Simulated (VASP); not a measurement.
# Quasiparticle energies of CuI (Marshite) in VASP, part 4 of 6

Wanted: how far GW moves the Kohn-Sham levels of CuI (Marshite). The cell is of the zinc-blende type, one of the forms listed for this formula. The start is a cell from a database of measured crystal structures.

VASP 6.6.1, plane waves and PAW; the level of theory is named at each step.

So far, quasiparticle gap on the mesh (eV): step 4 (evGW0) 2.45.

The database entry behind the starting cell differs from later determinations by our own check (about 0.15 % long (mineral sample)), so it need not match the best structure at ambient conditions.

**5. evGW**

This step: evGW on LDA; plane waves and PAW (I_GW, Cu_GW) (VASP 6.6.1).

The levels are updated in both G and W; wider gaps weaken the screening and open the gap further.

File INCAR:

```
SYSTEM = CuI
PREC = Accurate
ENCUT = 440
ISMEAR = 0
SIGMA = 0.01
LREAL = .FALSE.
GGA = CA
NBANDS = 308
LASPH = .TRUE.
ALGO = EVGW
NELMGW = 4
ENCUTGW = 180
NOMEGA = 48
PRECFOCK = Fast
NBANDSGW = 20
LWAVE = .FALSE.
LCHARG = .FALSE.
```

File POSCAR:

```
CuI
1.0
    0.0000000000      3.0315000000      3.0315000000
    3.0315000000      0.0000000000      3.0315000000
    3.0315000000      3.0315000000      0.0000000000
I Cu
1 1
Direct
    0.0000000000      0.0000000000      0.0000000000
    0.7500000000      0.7500000000      0.7500000000
```

File KPOINTS:

```
Automatic mesh
0
Gamma
6 6 6
0 0 0
```

The projector-augmented-wave data sets are I_GW and Cu_GW (LDA family, release 64).

Launch:

```
$ mpirun -np 4 vasp_std
```

The log of the run:

```text
[banner, memory and clock lines left out]
running    4 mpi-ranks, on    1 nodes
 distrk:  each k-point on    4 cores,    1 groups
 distr:  one band on    1 cores,    4 groups

 POSCAR found type information on POSCAR I Cu
 POSCAR found :  2 types and       2 ions
 [... a notice as in an earlier step ...]

 LDA part: xc-table for (Slater(with rela. corr.)+CA(PZ))
 , standard interpolation
 found WAVECAR, reading the header
 POSCAR, INCAR and KPOINTS ok, starting setup
 FFT: planning ... GRIDC
 FFT: planning ... GRID_SOFT
 FFT: planning ... GRID
 reading WAVECAR
 the WAVECAR file was read successfully
 initial charge from wavefunction
 available memory per node:    268.34 GB, setting MAXMEM to    274783

 The Fermi energy was updated, please check that it is located mid-gap
 values below the HOMO (VB) or above the LUMO (CB) will cause erroneous energies
 E-fermi :   4.1711

 calculate exact exchange contribution
 the WAVEDER file was read successfully
energies w=
    0.000    0.000    0.435    0.000    0.869    0.000    1.299    0.000
    1.724    0.000    2.142    0.000    2.554    0.000    2.958    0.000
    3.355    0.000    3.744    0.000    4.126    0.000    4.503    0.000
    4.873    0.000    5.240    0.000    5.603    0.000    5.965    0.000
    6.326    0.000    6.688    0.000    7.053    0.000    7.423    0.000
    7.799    0.000    8.184    0.000    8.579    0.000    8.989    0.000
    9.415    0.000    9.861    0.000   10.332    0.000   10.831    0.000
   11.365    0.000   11.941    0.000   12.566    0.000   13.251    0.000
   14.009    0.000   14.856    0.000   15.813    0.000   16.908    0.000
   18.177    0.000   19.670    0.000   21.459    0.000   23.645    0.000
   26.381    0.000   29.908    0.000   34.626    0.000   41.254    0.000
   51.230    0.000   67.889    0.000  101.187    0.000  200.188    0.000
 responsefunction array rank=     312
 LDA part: xc-table for (Slater(with rela. corr.)+CA(PZ))
 , standard interpolation

 min. memory requirement per mpi rank    697.7 MB, per node   2790.9 MB

 allocating  12 responsefunctions rank=   312
 shmem allocating  48 responsefunctions rank=   312
 response function shared by NCSHMEM nodes    1
 Doing           12  frequencies on each core in blocks of           48
NQ=   1    0.0000    0.0000    0.0000,
|.........|.........|.........|.........|.........|.........|.........|.........
 performed       1359000 updates of chi_q(r,r)
 total number of BLAS operations       1025.15 Gflops
NQ=   2    0.1667    0.0000    0.0000,
|.........|.........|.........|.........|.........|.........|.........|.........
 performed       3556000 updates of chi_q(r,r)
 total number of BLAS operations       2714.51 Gflops
NQ=   3    0.3333    0.0000    0.0000,
|.........|.........|.........|.........|.........|.........|.........|.........
 performed       5753000 updates of chi_q(r,r)
 total number of BLAS operations       4317.79 Gflops
NQ=   4    0.5000    0.0000    0.0000,
|.........|.........|.........|.........|.........|.........|.........|.........
 performed       7654000 updates of chi_q(r,r)
 total number of BLAS operations       5705.34 Gflops
NQ=   5    0.1667    0.1667    0.0000,
|.........|.........|.........|.........|.........|.........|.........|.........
 performed       9851000 updates of chi_q(r,r)
 total number of BLAS operations       7319.27 Gflops
NQ=   6    0.3333    0.1667    0.0000,
|.........|.........|.........|.........|.........|.........|.........|.........
 performed      13107000 updates of chi_q(r,r)
 total number of BLAS operations       9743.06 Gflops
NQ=   7    0.5000    0.1667    0.0000,
|.........|.........|.........|.........|.........|.........|.........|.........
 performed      16363000 updates of chi_q(r,r)
 total number of BLAS operations      12198.75 Gflops
NQ=   8   -0.3333    0.1667    0.0000,
|.........|.........|.........|.........|.........|.........|.........|.........
 performed      19619000 updates of chi_q(r,r)
 total number of BLAS operations      14670.46 Gflops
NQ=   9   -0.1667    0.1667    0.0000,
|.........|.........|.........|.........|.........|.........|.........|.........
 performed      22481000 updates of chi_q(r,r)
 total number of BLAS operations      16773.01 Gflops
NQ=  10    0.3333    0.3333    0.0000,
|.........|.........|.........|.........|.........|.........|.........|.........
 performed      24678000 updates of chi_q(r,r)
 total number of BLAS operations      18462.36 Gflops
NQ=  11    0.5000    0.3333    0.0000,
|.........|.........|.........|.........|.........|.........|.........|.........
 performed      27934000 updates of chi_q(r,r)
 total number of BLAS operations      20854.47 Gflops
NQ=  12   -0.3333    0.3333    0.0000,
|.........|.........|.........|.........|.........|.........|.........|.........
 performed      30796000 updates of chi_q(r,r)
 total number of BLAS operations      23041.12 Gflops
NQ=  13    0.5000    0.5000    0.0000,
|.........|.........|.........|.........|.........|.........|.........|.........
 performed      32525000 updates of chi_q(r,r)
 total number of BLAS operations      24302.82 Gflops
NQ=  14    0.5000    0.3333    0.1667,
|.........|.........|.........|.........|.........|.........|.........|.........
 performed      36151000 updates of chi_q(r,r)
 total number of BLAS operations      27001.67 Gflops
NQ=  15   -0.3333    0.3333    0.1667,
|.........|.........|.........|.........|.........|.........|.........|.........
 performed      39580000 updates of chi_q(r,r)
 total number of BLAS operations      29537.12 Gflops
NQ=  16   -0.3333    0.5000    0.1667,
|.........|.........|.........|.........|.........|.........|.........|.........
 performed      42454000 updates of chi_q(r,r)
 total number of BLAS operations      31662.68 Gflops
 resolving degeneracies of screened two electron integrals

 calculate QP shifts <psi_nk| G(iteration)W_0 |psi_nk>: iteration 1
 allocating  12 responsefunctions rank=   312
 shmem allocating  48 responsefunctions rank=   312
 response function shared by NCSHMEM nodes    1
 Doing           12  frequencies on each core in blocks of           48
NQ=   1    0.0000    0.0000    0.0000,
|.........|.........|.........|.........|.........|.........|.........|.........
 performed       1359000 updates of chi_q(r,r)
 total number of BLAS operations       1025.15 Gflops
NQ=   2    0.1667    0.0000    0.0000,
|.........|.........|.........|.........|.........|.........|.........|.........
 performed       3556000 updates of chi_q(r,r)
 total number of BLAS operations       2714.51 Gflops
NQ=   3    0.3333    0.0000    0.0000,
[...]
total number of BLAS operations      29537.12 Gflops
NQ=  16   -0.3333    0.5000    0.1667,
|.........|.........|.........|.........|.........|.........|.........|.........
 performed      42454000 updates of chi_q(r,r)
 total number of BLAS operations      31662.68 Gflops
 resolving degeneracies of screened two electron integrals

 calculate QP shifts <psi_nk| G(iteration)W_0 |psi_nk>: iteration 2
 allocating  12 responsefunctions rank=   312
 shmem allocating  48 responsefunctions rank=   312
 response function shared by NCSHMEM nodes    1
 Doing           12  frequencies on each core in blocks of           48
NQ=   1    0.0000    0.0000    0.0000,
|.........|.........|.........|.........|.........|.........|.........|.........
 performed       1359000 updates of chi_q(r,r)
 total number of BLAS operations       1025.15 Gflops
NQ=   2    0.1667    0.0000    0.0000,
|.........|.........|.........|.........|.........|.........|.........|.........
 performed       3556000 updates of chi_q(r,r)
 total number of BLAS operations       2714.51 Gflops
NQ=   3    0.3333    0.0000    0.0000,
|.........|.........|.........|.........|.........|.........|.........|.........
 performed       5753000 updates of chi_q(r,r)
 total number of BLAS operations       4317.79 Gflops
NQ=   4    0.5000    0.0000    0.0000,
|.........|.........|.........|.........|.........|.........|.........|.........
 performed       7654000 updates of chi_q(r,r)
 total number of BLAS operations       5705.34 Gflops
NQ=   5    0.1667    0.1667    0.0000,
|.........|.........|.........|.........|.........|.........|.........|.........
 performed       9851000 updates of chi_q(r,r)
 total number of BLAS operations       7319.27 Gflops
NQ=   6    0.3333    0.1667    0.0000,
|.........|.........|.........|.........|.........|.........|.........|.........
 performed      13107000 updates of chi_q(r,r)
 total number of BLAS operations       9743.06 Gflops
NQ=   7    0.5000    0.1667    0.0000,
|.........|.........|.........|.........|.........|.........|.........|.........
 performed      16363000 updates of chi_q(r,r)
 total number of BLAS operations      12198.75 Gflops
NQ=   8   -0.3333    0.1667    0.0000,
|.........|.........|.........|.........|.........|.........|.........|.........
 performed      19619000 updates of chi_q(r,r)
 total number of BLAS operations      14670.46 Gflops
NQ=   9   -0.1667    0.1667    0.0000,
|.........|.........|.........|.........|.........|.........|.........|.........
 performed      22481000 updates of chi_q(r,r)
 total number of BLAS operations      16773.01 Gflops
NQ=  10    0.3333    0.3333    0.0000,
|.........|.........|.........|.........|.........|.........|.........|.........
 performed      24678000 updates of chi_q(r,r)
 total number of BLAS operations      18462.36 Gflops
NQ=  11    0.5000    0.3333    0.0000,
|.........|.........|.........|.........|.........|.........|.........|.........
 performed      27934000 updates of chi_q(r,r)
 total number of BLAS operations      20854.47 Gflops
NQ=  12   -0.3333    0.3333    0.0000,
|.........|.........|.........|.........|.........|.........|.........|.........
 performed      30796000 updates of chi_q(r,r)
 total number of BLAS operations      23041.12 Gflops
NQ=  13    0.5000    0.5000    0.0000,
|.........|.........|.........|.........|.........|.........|.........|.........
 performed      32525000 updates of chi_q(r,r)
 total number of BLAS operations      24302.82 Gflops
NQ=  14    0.5000    0.3333    0.1667,
|.........|.........|.........|.........|.........|.........|.........|.........
 performed      36151000 updates of chi_q(r,r)
 total number of BLAS operations      27001.67 Gflops
NQ=  15   -0.3333    0.3333    0.1667,
|.........|.........|.........|.........|.........|.........|.........|.........
 performed      39580000 updates of chi_q(r,r)
 total number of BLAS operations      29537.12 Gflops
NQ=  16   -0.3333    0.5000    0.1667,
|.........|.........|.........|.........|.........|.........|.........|.........
 performed      42454000 updates of chi_q(r,r)
 total number of BLAS operations      31662.68 Gflops
 resolving degeneracies of screened two electron integrals

 calculate QP shifts <psi_nk| G(iteration)W_0 |psi_nk>: iteration 3
 allocating  12 responsefunctions rank=   312
 shmem allocating  48 responsefunctions rank=   312
 response function shared by NCSHMEM nodes    1
 Doing           12  frequencies on each core in blocks of           48
NQ=   1    0.0000    0.0000    0.0000,
|.........|.........|.........|.........|.........|.........|.........|.........
 performed       1359000 updates of chi_q(r,r)
 total number of BLAS operations       1025.15 Gflops
NQ=   2    0.1667    0.0000    0.0000,
|.........|.........|.........|.........|.........|.........|.........|.........
 performed       3556000 updates of chi_q(r,r)
 total number of BLAS operations       2714.51 Gflops
NQ=   3    0.3333    0.0000    0.0000,
|.........|.........|.........|.........|.........|.........|.........|.........
 performed       5753000 updates of chi_q(r,r)
 total number of BLAS operations       4317.79 Gflops
NQ=   4    0.5000    0.0000    0.0000,
|.........|.........|.........|.........|.........|.........|.........|.........
 performed       7654000 updates of chi_q(r,r)
 total number of BLAS operations       5705.34 Gflops
NQ=   5    0.1667    0.1667    0.0000,
|.........|.........|.........|.........|.........|.........|.........|.........
 performed       9851000 updates of chi_q(r,r)
 total number of BLAS operations       7319.27 Gflops
NQ=   6    0.3333    0.1667    0.0000,
|.........|.........|.........|.........|.........|.........|.........|.........
 performed      13107000 updates of chi_q(r,r)
 total number of BLAS operations       9743.06 Gflops
NQ=   7    0.5000    0.1667    0.0000,
|.........|.........|.........|.........|.........|.........|.........|.........
 performed      16363000 updates of chi_q(r,r)
 total number of BLAS operations      12198.75 Gflops
NQ=   8   -0.3333    0.1667    0.0000,
|.........|.........|.........|.........|.........|.........|.........|.........
 performed      19619000 updates of chi_q(r,r)
 total number of BLAS operations      14670.46 Gflops
NQ=   9   -0.1667    0.1667    0.0000,
|.........|.........|.........|.........|.........|.........|.........|.........
 performed      22481000 updates of chi_q(r,r)
 total number of BLAS operations      16773.01 Gflops
NQ=  10    0.3333    0.3333    0.0000,
|.........|.........|.........|.........|.........|.........|.........|.........
 performed      24678000 updates of chi_q(r,r)
 total number of BLAS operations      18462.36 Gflops
NQ=  11    0.5000    0.3333    0.0000,
|.........|.........|.........|.........|.........|.........|.........|.........
 performed      27934000 updates of chi_q(r,r)
 total number of BLAS operations      20854.47 Gflops
NQ=  12   -0.3333    0.3333    0.0000,
|.........|.........|.........|.........|.........|.........|.........|.........
 performed      30796000 updates of chi_q(r,r)
 total number of BLAS operations      23041.12 Gflops
NQ=  13    0.5000    0.5000    0.0000,
|.........|.........|.........|.........|.........|.........|.........|.........
 performed      32525000 updates of chi_q(r,r)
 total number of BLAS operations      24302.82 Gflops
NQ=  14    0.5000    0.3333    0.1667,
|.........|.........|.........|.........|.........|.........|.........|.........
 performed      36151000 updates of chi_q(r,r)
 total number of BLAS operations      27001.67 Gflops
NQ=  15   -0.3333    0.3333    0.1667,
|.........|.........|.........|.........|.........|.........|.........|.........
 performed      39580000 updates of chi_q(r,r)
 total number of BLAS operations      29537.12 Gflops
NQ=  16   -0.3333    0.5000    0.1667,
|.........|.........|.........|.........|.........|.........|.........|.........
 performed      42454000 updates of chi_q(r,r)
 total number of BLAS operations      31662.68 Gflops
 resolving degeneracies of screened two electron integrals

 calculate QP shifts <psi_nk| G(iteration)W_0 |psi_nk>: iteration 4
 entering main loop
```

Elapsed: 32 min, on 4 MPI ranks of Intel Xeon 6975P-C (Granite Rapids), shared host; peak memory 2.9 GiB; 2.2 h of CPU time.

OUTCAR, selected parts (step 5):

```text
   NELECT =      18.0000    total number of electrons

 E-fermi :   4.1711

 QP shifts <psi_nk| G(iteration)W_0 |psi_nk>: iteration 2
 k-point   1 :       0.0000    0.0000    0.0000
  band No. old QP-enery  QP-energies   sigma(KS)   T+V_ion+V_H  V^pw_x(r,r')   Z            occupation Imag(sigma)
    ...
      6       1.1567       0.7518     -20.3206      20.8694     -28.3413       0.6662       2.0000      -0.0318
      7       3.0437       2.7803     -18.0418      20.7274     -22.6391       0.7357       2.0000      -0.0772
      8       3.0437       2.7803     -18.0418      20.7274     -22.6391       0.7357       2.0000      -0.0772
      9       3.0437       2.7803     -18.0418      20.7274     -22.6391       0.7357       2.0000      -0.0772
     10       5.2124       5.3386      -9.0775      14.4466      -5.2018       0.8056       0.0000      -0.1770
     11       8.9763       9.1393      -9.0204      18.2028      -4.8204       0.7906       0.0000      -0.1293
     12       8.9763       9.1393      -9.0204      18.2028      -4.8204       0.7906       0.0000      -0.1293
     13       8.9763       9.1393      -9.0204      18.2028      -4.8204       0.7906       0.0000      -0.1293
    ...

 k-point   2 :       0.1667    0.0000    0.0000
  band No. old QP-enery  QP-energies   sigma(KS)   T+V_ion+V_H  V^pw_x(r,r')   Z            occupation Imag(sigma)
    ...
      6       1.1495       0.7439     -20.2834      20.8239     -28.2944       0.6661       2.0000      -0.0312
      7       2.1943       1.8785     -18.6371      20.3857     -24.4834       0.7086       2.0000      -0.0625
      8       2.8391       2.5656     -18.0189      20.4842     -22.7924       0.7317       2.0000      -0.0731
      9       2.8391       2.5656     -18.0189      20.4842     -22.7924       0.7317       2.0000      -0.0731
     10       6.1331       6.2631      -9.5777      15.8728      -5.6982       0.8019       0.0000      -0.1737
     11       8.9084       9.0709      -9.1138      18.2277      -4.9841       0.7906       0.0000      -0.1481
     12       9.3336       9.5048      -9.1525      18.7038      -4.8805       0.7867       0.0000      -0.1349
     13       9.3336       9.5048      -9.1525      18.7038      -4.8805       0.7867       0.0000      -0.1349
    ...

 QP shifts <psi_nk| G(iteration)W_0 |psi_nk>: iteration 3
 k-point   1 :       0.0000    0.0000    0.0000
  band No. old QP-enery  QP-energies   sigma(KS)   T+V_ion+V_H  V^pw_x(r,r')   Z            occupation Imag(sigma)
    ...
      6       0.7518       0.5474     -20.4183      20.8694     -28.3413       0.6796       2.0000      -0.0500
      7       2.7803       2.6611     -18.1066      20.7274     -22.6391       0.7474       2.0000      -0.0889
      8       2.7803       2.6611     -18.1066      20.7274     -22.6391       0.7474       2.0000      -0.0889
      9       2.7803       2.6611     -18.1066      20.7274     -22.6391       0.7474       2.0000      -0.0889
     10       5.3386       5.3793      -9.0582      14.4466      -5.2018       0.8164       0.0000      -0.1751
     11       9.1393       9.2009      -8.9866      18.2028      -4.8204       0.8008       0.0000      -0.1240
     12       9.1393       9.2009      -8.9866      18.2028      -4.8204       0.8008       0.0000      -0.1240
     13       9.1393       9.2009      -8.9866      18.2028      -4.8204       0.8008       0.0000      -0.1240
    ...

 QP shifts <psi_nk| G(iteration)W_0 |psi_nk>: iteration 4
 k-point   1 :       0.0000    0.0000    0.0000
  band No. old QP-enery  QP-energies   sigma(KS)   T+V_ion+V_H  V^pw_x(r,r')   Z            occupation Imag(sigma)
    ...
      6       0.5474       0.4536     -20.4590      20.8694     -28.3413       0.6849       2.0000      -0.0580
      7       2.6611       2.6084     -18.1365      20.7274     -22.6391       0.7517       2.0000      -0.0934
      8       2.6611       2.6084     -18.1365      20.7274     -22.6391       0.7517       2.0000      -0.0934
      9       2.6611       2.6084     -18.1365      20.7274     -22.6391       0.7517       2.0000      -0.0934
     10       5.3793       5.3962      -9.0466      14.4466      -5.2018       0.8179       0.0000      -0.1745
     11       9.2009       9.2264      -8.9702      18.2028      -4.8204       0.8048       0.0000      -0.1218
     12       9.2009       9.2264      -8.9702      18.2028      -4.8204       0.8048       0.0000      -0.1218
     13       9.2009       9.2264      -8.9702      18.2028      -4.8204       0.8048       0.0000      -0.1218
    ...

[... 16 parts as in an earlier step ...]

[... 22 further parts left out ...]
```

Numbers from this step:

```
quasiparticle gap on the mesh                 : 2.788 eV
smallest direct quasiparticle gap on the mesh : 2.788 eV
```

QP gap by iteration, by row:

```
iteration  gap (eV)  direct gap (eV)
        1     2.169            2.169
        2     2.558            2.558
        3     2.718            2.718
        4     2.788            2.788
```

GW takes the gap from 0.964 to 2.788 eV. That is +336 meV against evGW0 on LDA. The last pass still moved it by +70 meV. Spin-orbit coupling is left out. The value holds for 308 bands, ENCUTGW = 180 eV and this mesh, and isn't shown to be converged in them.

(Part 4 of 6 ends here.)

[Lines on the potential files, build, host, timing and source positions are cut from VASP's logs without a mark.]

[Logs are printed without paths, hosts, clocks, repeated set-up lines and the standing remarks that a program may print on its own settings, such as how far it seeks lower states.]

[Hosts, paths, dates, database ids (printed as entryN), source tags and the programs' standing remarks are cut or masked in the printed files.]

[Pressures printed for these runs are not shown converged in the cutoff: they can be off by several GPa and have the wrong sign.]
